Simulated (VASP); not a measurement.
Computed with PBEsol GGA, VASP's PBE PAW potentials (set 64) (plane waves; VASP).

VASP input:

File POSCAR:
```
YHg2
1.0
  4.8015320000   0.0000000000   0.0000000000
 -2.4007660000   4.1582490000   0.0000000000
  0.0000000000   0.0000000000   3.4346430000
Y Hg
1 2
Cart
  0.0000000000   0.0000000000   0.0000000000
 -0.0000024008   2.7721673861   1.7173215000
  2.4007684008   1.3860816139   1.7173215000
```

**INCAR**
```
ALGO  =  Normal
EDIFF  =  1E-6
ENCUT  =  300
GGA  =  PS
ISIF  =  2
ISMEAR  =  -1
LASPH  =  T
LCHARG  =  F
LMAXMIX  =  6
LREAL  =  F
LWAVE  =  F
NELM  =  100
PREC  =  Accurate
SIGMA  =  0.136
SYSTEM  =  YHg2
```

File KPOINTS:
```
kpoints
0
Gamma
  9 9 11
```

POTCAR, in this order: Y_sv Hg (PBE.64 set). Program: vasp_std.

Unless said otherwise, spin-orbit coupling is left out, though it shifts the bands of the heavy elements here.

Problem. Predict the energy per atom (σ→0), band gap (on the k-mesh).

Solution. 
```yaml
energy per atom (σ→0): -3.192 eV/atom
band gap (on the k-mesh): none (metal, semimetal or under 0.01 eV)
```

### OSZICAR
```
...
DAV:   7    -0.963602083955E+01    0.10332E+00   -0.53571E-01  3941   0.487E+00    0.390E+00
DAV:   8    -0.963196611695E+01    0.40547E-02   -0.32913E-02  3640   0.142E+00    0.490E-01
DAV:   9    -0.963047222498E+01    0.14939E-02   -0.80540E-03  3451   0.580E-01    0.147E-01
DAV:  10    -0.963047833953E+01   -0.61145E-05   -0.51781E-04  3927   0.129E-01    0.318E-02
DAV:  11    -0.963048061913E+01   -0.22796E-05   -0.18215E-05  3678   0.318E-02    0.972E-03
DAV:  12    -0.963048195019E+01   -0.13311E-05   -0.16054E-06  2332   0.114E-02    0.208E-03
DAV:  13    -0.963048207156E+01   -0.12137E-06   -0.17193E-07  1762   0.267E-03
   1 F= -.96304821E+01 E0= -.95773193E+01  d E =-.106326E+00
```

The structure comes from a computed database's YHg2 entry (P6/mmm); how it stands against other phases isn't given here. The cell was not relaxed at this level. The electron count is odd and the run is not spin-polarised, which forces a metal.
